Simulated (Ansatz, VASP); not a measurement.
## Cross-check of Ge (Germanium) between VASP and Ansatz

One calculation is typed for both programs; each brings its own data sets. How far apart do they land? The cell is taken from a series of runs on this material, whose earlier steps may have relaxed, scaled, displaced or heated it; both programs get it as it stands.

Main program and level: Ansatz 0.2.0; plane waves, with VASP 6.6.1 beside it; zone-centre phonons at PBEsol.

## Step 1: The structure

The structure is cubic, space group Fd-3m (No. 227). The conventional cell has a = 5.647 Å, b = 5.647 Å, c = 5.647 Å, α = 90.00°, β = 90.00°, γ = 90.00°. Nearest to Ge lie 4 Ge at 2.45 Å.

Coordinates:

```xyz
2
Lattice="0.0000 2.8236 2.8236 2.8236 0.0000 2.8236 2.8236 2.8236 0.0000" Properties=species:S:1:pos:R:3 pbc="T T T"
Ge    0.0000    0.0000    0.0000
Ge    1.4118    1.4118    1.4118
```

## Step 2: VASP: zone-centre phonons, PBEsol

Second derivatives magnify differences that forces hide, and they need a tight electronic threshold.

Lines of VASP's logs that name or quote its potential files are left out, and so is its time.

The input, INCAR:

```
SYSTEM = Ge
PREC = Accurate
ENCUT = 500
EDIFF = 1E-08
NELM = 120
ISMEAR = 1
SIGMA = 0.2
LREAL = .FALSE.
ALGO = Normal
GGA = PS
NBANDS = 20
LORBIT = 11
LWAVE = .FALSE.
LCHARG = .FALSE.
ISIF = 2
IBRION = 8
LASPH = .TRUE.
GGA_COMPAT = .FALSE.
KPAR = 2
```

The input, POSCAR:

```
Ge
1.0
    0.0000000000      2.8236231917      2.8236231917
    2.8236231917      0.0000000000      2.8236231917
    2.8236231917      2.8236231917      0.0000000000
Ge
2
Direct
    0.0000000000      0.0000000000      0.0000000000
    0.2500000000      0.2500000000      0.2500000000
```

The input, KPOINTS:

```
Automatic mesh
0
Gamma
16 16 16
0 0 0
```

The projector-augmented-wave data sets are Ge_d (PBE family, release 64).

On the command line:

```
$ mpirun -np 2 vasp_std
```

Numbers of over 12 decimals in the logs are rounded to 6 here.

What it wrote:

```text
[banner, memory and clock lines left out]
running    2 mpi-ranks, on    1 nodes
 distrk:  each k-point on    1 cores,    2 groups
 distr:  one band on    1 cores,    1 groups

 POSCAR found type information on POSCAR Ge
 POSCAR found :  1 types and       2 ions
|                                                                             |
|               ----> ADVICE to this user running VASP <----                  |
|                                                                             |
|     You enforced a specific xc type in the INCAR file but a different       |
|     [... a line on the potential file left out ...]
|     I HOPE YOU KNOW WHAT YOU ARE DOING!                                     |
|                                                                             |

 LDA part: xc-table for (Slater+PW92), standard interpolation
 POSCAR, INCAR and KPOINTS ok, starting setup
 FFT: planning ... GRIDC
 FFT: planning ... GRID_SOFT
 FFT: planning ... GRID
 WAVECAR not read
 entering main loop
       N       E                     dE             d eps       ncg     rms          rms(c)
DAV:   1     0.177652463165E+03    0.17765E+03   -0.14607E+04  6204   0.371E+03
DAV:   2     0.149707938954E+02   -0.16268E+03   -0.15826E+03  5816   0.582E+02
DAV:   3    -0.925395253354E+01   -0.24225E+02   -0.24051E+02  6512   0.143E+02
DAV:   4    -0.100141001802E+02   -0.76015E+00   -0.75960E+00  6628   0.296E+01
DAV:   5    -0.100268810791E+02   -0.12781E-01   -0.12780E-01  6468   0.418E+00    0.328E+00
DAV:   6    -0.992154733817E+01    0.10533E+00   -0.36493E-02  7692   0.236E+00    0.187E+00
DAV:   7    -0.987127084080E+01    0.50276E-01   -0.62328E-02  6164   0.256E+00    0.158E-01
DAV:   8    -0.987230972046E+01   -0.10389E-02   -0.72048E-03  6608   0.125E+00    0.473E-02
DAV:   9    -0.987238324765E+01   -0.73527E-04   -0.29365E-04  7040   0.284E-01    0.117E-02
DAV:  10    -0.987239869594E+01   -0.15448E-04   -0.23645E-05  6500   0.448E-02    0.523E-03
DAV:  11    -0.987239970412E+01   -0.10082E-05   -0.55186E-06  7856   0.382E-02    0.173E-03
DAV:  12    -0.987239935262E+01    0.35150E-06   -0.10927E-06  7720   0.200E-02    0.287E-04
DAV:  13    -0.987239931009E+01    0.42528E-07   -0.27875E-08  6288   0.175E-03    0.905E-05
DAV:  14    -0.987239929899E+01    0.11103E-07   -0.22417E-09  3868   0.873E-04    0.245E-05
DAV:  15    -0.987239930125E+01   -0.22637E-08   -0.39483E-10  3408   0.253E-04
   1 F= -.98723993E+01 E0= -.98724673E+01  d E =0.203876E-03
 Linear response reoptimize wavefunctions to high precision
DAV:   1    -0.987239930422E+01   -0.29713E-08   -0.10622E-10  3560   0.141E-04
DAV:   2    -0.987239930424E+01   -0.15461E-10   -0.31006E-11  3308   0.693E-05
 Linear response DOF=           1
 Linear response progress:
  Degree of freedom:   1/  1
       N       E                     dE             d eps       ncg     rms          rms(c)
RMM:   1    -0.186613195637E+00   -0.18661E+00    0.84189E+00 30148   0.450E+01
RMM:   2    -0.193809099337E+00   -0.71959E-02   -0.13309E-02 40275   0.110E+00    0.749E-02
RMM:   3    -0.193842149386E+00   -0.33050E-04   -0.94393E-04 42754   0.315E-01    0.433E-02
RMM:   4    -0.193754414590E+00    0.87735E-04   -0.62920E-05 45488   0.795E-02    0.459E-03
RMM:   5    -0.193755416992E+00   -0.10024E-05   -0.82029E-07 43719   0.173E-02    0.242E-03
RMM:   6    -0.193761787245E+00   -0.63703E-05   -0.19039E-07 44475   0.483E-03    0.303E-04
RMM:   7    -0.193760733508E+00    0.10537E-05    0.31787E-08 45587   0.147E-03    0.182E-04
RMM:   8    -0.193759488525E+00    0.12450E-05   -0.82749E-08 46084   0.543E-04    0.396E-05
RMM:   9    -0.193759425581E+00    0.62944E-07   -0.28768E-08 46457   0.221E-04    0.192E-05
RMM:  10    -0.193759564441E+00   -0.13886E-06   -0.65392E-08 46629   0.987E-05    0.548E-06
RMM:  11    -0.193759596872E+00   -0.32431E-07   -0.49932E-08 47109   0.539E-05    0.266E-06
RMM:  12    -0.193759616383E+00   -0.19511E-07   -0.21894E-08 44744   0.355E-05    0.158E-06
RMM:  13    -0.193759630123E+00   -0.13740E-07   -0.23766E-08 40606   0.280E-05    0.294E-07
RMM:  14    -0.193759631873E+00   -0.17508E-08   -0.10619E-08 32431   0.240E-05    0.101E-07
 first order change of Fermi-energy   0.76203E-04
 force on displaced ion       1 direction 1 : -11.210   0.000   0.000
 Linear response finished
```

Parts of OUTCAR (step 2):

```text
ion  position               nearest neighbor table
   1  0.000  0.000  0.000-   2 2.45   2 2.45   2 2.45   2 2.45
   2  0.250  0.250  0.250-   1 2.45   1 2.45   1 2.45   1 2.45

  LATTYP: Found a face centered cubic cell.
 ALAT       =     5.6472463834

 Subroutine GETGRP returns: Found 48 space group operations
 (whereof 24 operations were pure point group operations)

The static configuration has the point symmetry T_d .
 The point group associated with its full space group is O_h .

 Found    145 irreducible k-points:

   k-points           NKPTS =    145   k-points in BZ     NKDIM =    145   number of bands    NBANDS=     20

   dimension x,y,z NGX =    30 NGY =   30 NGZ =   30
   dimension x,y,z NGXF=    60 NGYF=   60 NGZF=   60

   ENCUT  =  500.0 eV  36.75 Ry    6.06 a.u.   7.28  7.28  7.28*2*pi/ulx,y,z

   NELECT =      28.0000    total number of electrons

 k-points in reciprocal lattice and weights: Automatic mesh
   0.00000000  0.00000000  0.00000000       0.000
   0.06250000  0.00000000  0.00000000       0.002
   0.12500000  0.00000000  0.00000000       0.002
   0.18750000  0.00000000  0.00000000       0.002
   0.25000000  0.00000000  0.00000000       0.002
   0.31250000  0.00000000  0.00000000       0.002
   0.37500000  0.00000000  0.00000000       0.002
   0.43750000  0.00000000  0.00000000       0.002
   0.50000000  0.00000000  0.00000000       0.001
[...]
-0.31250000  0.50000000  0.18750000       0.003
  -0.25000000  0.50000000  0.25000000       0.001

 average (electrostatic) potential at core
       1 -74.1156       2 -74.1156

  Total        0.2558314      0.2558314      0.2558314      0.0000000      0.0000000     -0.0000000
  in kB        9.1036209      9.1036209      9.1036209      0.0000000      0.0000000     -0.0000000
  external PRESSURE =       9.1036209 kB  Pullay stress =       0.0000000 kB

  energy-cutoff  :      500.00
  volume of cell :       45.02
      direct lattice vectors                 reciprocal lattice vectors
     0.000000000  2.823623192  2.823623192    -0.177077452  0.177077452  0.177077452
     2.823623192  0.000000000  2.823623192     0.177077452 -0.177077452  0.177077452
     2.823623192  2.823623192  0.000000000     0.177077452  0.177077452 -0.177077452

 POSITION                                       TOTAL-FORCE (eV/Angst)
 -----------------------------------------------------------------------------------
      0.00000      0.00000      0.00000        -0.000000     -0.000000     -0.000000
      1.41181      1.41181      1.41181         0.000000      0.000000      0.000000
 -----------------------------------------------------------------------------------
    total drift:                                0.000000     -0.000000      0.000000

 Eigenvectors and eigenvalues of the dynamical matrix
 ----------------------------------------------------

   1 f  =    8.686966 THz    54.581819 2PiTHz  289.766006 cm-1    35.926390 meV
             X         Y         Z           dx          dy          dz
      0.000000  0.000000  0.000000     0.000000   -0.707107    0.000000
      1.411812  1.411812  1.411812     0.000000    0.707107    0.000000

   2 f  =    8.686966 THz    54.581819 2PiTHz  289.766006 cm-1    35.926390 meV
             X         Y         Z           dx          dy          dz
      0.000000  0.000000  0.000000    -0.707107    0.000000    0.000000
      1.411812  1.411812  1.411812     0.707107    0.000000    0.000000

   3 f  =    8.686966 THz    54.581819 2PiTHz  289.766006 cm-1    35.926390 meV
             X         Y         Z           dx          dy          dz
      0.000000  0.000000  0.000000     0.000000    0.000000   -0.707107
      1.411812  1.411812  1.411812     0.000000    0.000000    0.707107

   4 f  =    0.000000 THz     0.000000 2PiTHz    0.000000 cm-1     0.000000 meV
             X         Y         Z           dx          dy          dz
      0.000000  0.000000  0.000000     0.707107    0.000000    0.000000
      1.411812  1.411812  1.411812     0.707107    0.000000    0.000000

   5 f  =    0.000000 THz     0.000000 2PiTHz    0.000000 cm-1     0.000000 meV
             X         Y         Z           dx          dy          dz
      0.000000  0.000000  0.000000     0.000000    0.707107    0.000000
      1.411812  1.411812  1.411812     0.000000    0.707107    0.000000

   6 f  =    0.000000 THz     0.000000 2PiTHz    0.000000 cm-1     0.000000 meV
             X         Y         Z           dx          dy          dz
      0.000000  0.000000  0.000000     0.000000    0.000000    0.707107
      1.411812  1.411812  1.411812     0.000000    0.000000    0.707107

 ELASTIC MODULI CONTR FROM IONIC RELAXATION (kBar)
 Direction    XX          YY          ZZ          XY          YZ          ZX
 --------------------------------------------------------------------------------
 XX          -0.0000      0.0000      0.0000     -0.0000      0.0000     -0.0000
 YY           0.0000     -0.0000      0.0000     -0.0000     -0.0000      0.0000
 ZZ           0.0000      0.0000     -0.0000      0.0000     -0.0000     -0.0000
 XY          -0.0000     -0.0000      0.0000   -226.0350      0.0000      0.0000
 YZ           0.0000     -0.0000     -0.0000      0.0000   -226.0350      0.0000
 ZX          -0.0000      0.0000     -0.0000      0.0000      0.0000   -226.0350
 --------------------------------------------------------------------------------
```

The gap is under twice the smearing width, so the edge states are partly filled and the run can't tell a small gap from a semimetal. Methfessel-Paxton smearing is not meant for a cell with a gap.

## Step 3: Ansatz: zone-centre phonons, PBEsol

Ansatz runs on its default PAW (the set named soft_2) files.

The same cell, functional, mesh and smearing now go to Ansatz, which takes its cutoff from its data sets.

The input, input.yaml:

```yaml
crystal:
  lattice:
    - [0.0, 2.8236231917, 2.8236231917]
    - [2.8236231917, 0.0, 2.8236231917]
    - [2.8236231917, 2.8236231917, 0.0]
  atoms:
    - { symbol: Ge, position: [0.0, 0.0, 0.0] }
    - { symbol: Ge, position: [0.25, 0.25, 0.25] }
kpoints:
  mp_grid: { grid: [16, 16, 16] }
hamiltonian:
  xc: pbesol
scf:
  occupations: { method: methfessel_paxton, width: 0.2 }
output:
  eigenvalues: true
phonons:
  method: dfpt
```

On the command line:

```
$ ansatz run input.yaml --threads 4 --pin off --max-ram 8192MiB --backend cpu --events-out ev --progress --plain --runs-dir out
```

What it wrote:

```text
zone centre: on kpoints.mp_grid the ground state, and the responses unless they are solved on pairs of k-points, stand on 349 of the mesh's 4096 k-points, reduced under 8 symmetry operations, with k and −k counted as one. Each operation leaves every solved displacement unchanged or reverses it
Engine: ansatz 0.2.0, x86_64-unknown-linux-gnu
Pseudopotentials: kind: paw
Pseudopotential: Ge, paw, valence charge 14, recommended cutoff 420 eV (normal), Ge.paw.azcp
Functional definition: PBEsol
  exchange = pbesol_x
  correlation = pbesol_c
Crystal: 2 atoms, lattice volume = 45.025 Å³
Basis set: ecut = 420 eV, 893 PW (Γ), exchange–correlation on 64×64×64 points (8 copies of the dense FFT grid, shifted against one another)
Bands: 18, of which v1, the nominal top of the filled ones, is band 14 counted from 1 (13 counted from 0)
Symmetry: 48 space group operations
k-points: 349 of 4096 (irreducible under 8 space group operations, time reversal used)
Non-local potential: Ge, projectors of the file, l = 0: 2, l = 1: 2, l = 2: 3, l = 3: 1
PAW form: soft (Blöchl's): semilocal exchange-correlation on the pseudo side does not see the compensation charge
PAW frozen core: Ge, regenerated for the run's functional, and the local potential with it (the file was generated under x = pbe(κ = 0.804, μ = 0.219515), c = pbe(β = 0.066725))
PAW one-centre angular grid: Ge, 590 points (default); XC on 64 Gauss nodes
Initial density: superposition of atomic densities (neutral atoms: chi_scale 0, normalization atom), corrected by the library's trained network
Initial wavefunctions: pseudopotential atomic-orbital guess
Functional: x = pbesol(κ = 0.804, μ = 0.123457), c = pbesol(β = 0.046)
SCF iter   1: F=—  HF=-8506.993032 eV  |F-HF|=—  |Δ(HF+E_count)|=         —  Δρ=2.61e-3  dr2=3.54e-3  ethr=1.77e-3  ⟨swp⟩=5.0  Hψ=26792  notcnv=0
preconditioner: auto → Kerker (q_TF=auto, 2.521 Å⁻¹)  [metal: Δε(μ)=0.042 eV  Ē_g=23.382 eV  σ=0.200 eV  W_gap=0.17  n_scr=14 (ndim 8)  ℏωp=29.3 eV  f_vac=0.076  D(μ)=0.04/eV (n_scr^D=0)]
SCF iter   2: F=—  HF=-8506.991846 eV  |F-HF|=—  |Δ(HF+E_count)|=   1.19e-3  S|Δr|=    0.00e0  Δρ=1.75e-3  dr2=1.77e-3  ethr=1.26e-5  ⟨swp⟩=1.8  Hψ=9987  notcnv=0
SCF iter   3: F=—  HF=-8506.991919 eV  |F-HF|=—  |Δ(HF+E_count)|=   7.28e-5  S|Δr|=    0.00e0  Δρ=8.02e-4  dr2=2.11e-4  ethr=6.32e-6  ⟨swp⟩=2.0  Hψ=11169  notcnv=0
SCF iter   4: F=—  HF=-8506.991913 eV  |F-HF|=—  |Δ(HF+E_count)|=   5.46e-6  S|Δr|=    0.00e0  Δρ=4.15e-4  dr2=1.18e-4  ethr=7.52e-7  ⟨swp⟩=2.0  Hψ=11169  notcnv=0
SCF iter   5: F=—  HF=-8506.991851 eV  |F-HF|=—  |Δ(HF+E_count)|=   6.21e-5  S|Δr|=    0.00e0  Δρ=2.10e-4  dr2=1.15e-5  ethr=4.23e-7  ⟨swp⟩=2.0  Hψ=11169  notcnv=0
SCF iter   6: F=—  HF=-8506.991861 eV  |F-HF|=—  |Δ(HF+E_count)|=   9.67e-6  S|Δr|=    0.00e0  Δρ=3.93e-5  dr2=2.88e-7  ethr=4.11e-8  ⟨swp⟩=2.0  Hψ=11186  notcnv=0
SCF iter   7: F=—  HF=-8506.991861 eV  |F-HF|=—  |Δ(HF+E_count)|=   4.08e-7  S|Δr|=    0.00e0  Δρ=1.76e-5  dr2=5.60e-8  ethr=1.03e-9  ⟨swp⟩=2.0  Hψ=11049  notcnv=0
SCF iter   8: F=—  HF=-8506.991861 eV  |F-HF|=—  |Δ(HF+E_count)|=   3.92e-8  S|Δr|=    0.00e0  Δρ=5.26e-6  dr2=5.18e-9  ethr=2.00e-10  ⟨swp⟩=2.0  Hψ=10593  notcnv=0
SCF iter   9: F=—  HF=-8506.991861 eV  |F-HF|=—  |Δ(HF+E_count)|=   5.10e-9  S|Δr|=    0.00e0  Δρ=4.51e-7  dr2=3.71e-11  ethr=1.85e-11  ⟨swp⟩=2.0  Hψ=11169  notcnv=0
SCF iter  10: F=-8506.991861 eV  HF=-8506.991861 eV  |F-HF|=0.00e0  |Δ(HF+E_count)|=  3.46e-11  S|Δr|=    0.00e0  Δρ=1.58e-8  dr2=5.65e-14  ethr=1.00e-12  ⟨swp⟩=5.0  Hψ=26797  notcnv=0
SCF 1 converged in 10 iterations: F = -8506.991861 eV  dr2 = 5.65e-14
  greatest PAW one-centre occupation: 0.998 electrons in one spin orbital (limit 2), on the Ge atom at site 1 (counted from 0), in its partial waves of l = 2
DFPT response loops at Γ: preconditioner auto → Kerker (q_TF=auto, 2.521 Å⁻¹) (partly filled bands, converged f_vac=0.050); β = 1.00, the filter's whole step (`scf.mixing.beta` (0.50) is not read by the response loops under this deck's `scf.mixing.preconditioner`; to damp them name `kerker` or `kerker_dos`, under which they read `scf.mixing.beta`, and type it under 1.00, their step now; both keys bind the ground state too); Broyden in place of MSR1
SCF converged after 10 iterations
Stability not checked: this state was not tested for a lower state beside it, because cold or Methfessel-Paxton smearing, or corrected tetrahedra, fill the levels in a way that the test cannot read (fill_not_monotonic; see scf.lower_state_search)
Free energy (F): -8506.991861 eV
Harris-Foulkes:  -8506.991861 eV  (|F-HF|=0.00e0)
Internal energy: -8506.992056 eV  (E = F + TS)
E sigma→0 (E₀):  -8506.991910 eV
Entropy (-TS):   0.000195 eV (0.097 meV/atom)
Fermi energy:    8.554519 eV
Step filling:    the computed levels leave a gap of 0.0334 eV = 0.2 smearing widths at the electron count; against every level under it full and every level over it empty, smearing changes F+E_penalty+E_count by +0.117 meV and its σ→0 estimate by +0.068 meV
--- Per-component energies (eV) ---
  E_band       = -300.668002
  E_kinetic    = 223.417814
  E_local      = -4936.142227  (includes V_loc(G=0)·N_el)
  E_nonlocal   = 840.473939
  E_hartree    = 2164.037222
  E_xc         = -150.108983
  E_vxc        = -129.691433  (∫ρ·V_xc dr)
  E_paw        = -3958.340374  (= ΣΔE_a)
  E_vpaw       = -626.801188  (= ΣTr[D̂ρ^β])
  E_aug_tail   = 0.000642  (compensation charges beyond the density's cutoff)
  E_ewald      = -2692.165962
  E_core_change = 1.835872  (= ΣΔE_core)
  E_smearing   = 0.000195  (= −TS)
  E_closure    = -0.000000  (closes the sum)
  Σ components = -8506.991861   (vs F -8506.991861, Δ=0.00e0)
--- Band table (eV; the first three rows and the last of 349) ---
  k-point 0: bands = [... 10 lower, -4.3229, 8.5152, 8.5152, 8.5152, 8.5485, 11.0440, 11.0440, 11.0440]
  k-point 1: bands = [... 10 lower, -4.2748, 7.3818, 8.4153, 8.4153, 9.3464, 11.1765, 11.1765, 11.2488]
  k-point 2: bands = [... 10 lower, -4.1312, 6.1487, 8.1755, 8.1755, 9.5362, 11.4968, 11.4968, 11.9778]
  k-point 348: bands = [... 10 lower, -0.3056, -0.3056, 4.5517, 4.5517, 12.8189, 12.8189, 13.1518, 13.1518]
--- Phonons (Γ-DFPT): 1 representative perturbation + reference, on 349 of 4096 k-points (Σ response iterations 3) ---
  k mesh reduced under 8 symmetry operations, with k and −k counted as one. Each operation leaves every solved displacement unchanged or reverses it
  ASR residual: 1.419e-6 → 0.000e0 eV/Å²; symmetrization residual: 1.194e-12 eV/Å²
  ASR residual per site (eV/Å²): 1.42e-6 1.42e-6
  Γ frequencies (cm⁻¹): 0.00 0.00 0.00 289.59 289.59 289.59
  non-analytic LO–TO correction: not included (Born effective charges unavailable; polar crystals: no LO–TO splitting at Γ)
```

In the SCF lines HF is the Harris–Foulkes energy and dr2 the Hartree energy of the density residual, in eV; the loop may stop once dr2 is under the threshold and the program's other checks hold. Hψ counts applications of the Hamiltonian.

## Step 4: Comparison

Known differences besides the potentials themselves: the cutoff is 420 eV in Ansatz and 500 eV in VASP; Ansatz makes its cores anew for this functional, VASP keeps those of its PBE data sets. Total energies have different zeros and are not compared.

Both answers:

```tsv
quantity	Ansatz	VASP	difference
optical mode 1 to 3 (cm⁻¹)	289.6	289.8	-0.06 %
```

Our record labels this cell a metal in Ansatz alone; each run is judged by its own test, so with a small gap or wide smearing the label says little about the levels. Modes are paired by rising frequency, not by their patterns, so a pair may set unlike modes beside each other; they are those without the splitting of longitudinal modes.

## Step 5: Outcome

```
r.m.s. difference of the optical zone-centre modes, each program's sorted by frequency (zone-centre phonons, PBEsol) : 0.18 cm⁻¹
```

The r.m.s. difference of the optical zone-centre modes, each program's sorted by frequency is 0.18 cm⁻¹ (zone-centre phonons, PBEsol). How closely two codes agree says nothing of how well the functional describes the real material.

[Lines on the potential files, build, host, timing and source positions are cut from VASP's logs without a mark.]

[Logs are printed without paths, hosts, clocks, repeated set-up lines and the standing remarks that a program may print on its own settings, such as how far it seeks lower states.]

[Hosts, paths, dates, database ids (printed as entryN), source tags and the programs' standing remarks are cut or masked in the printed files.]
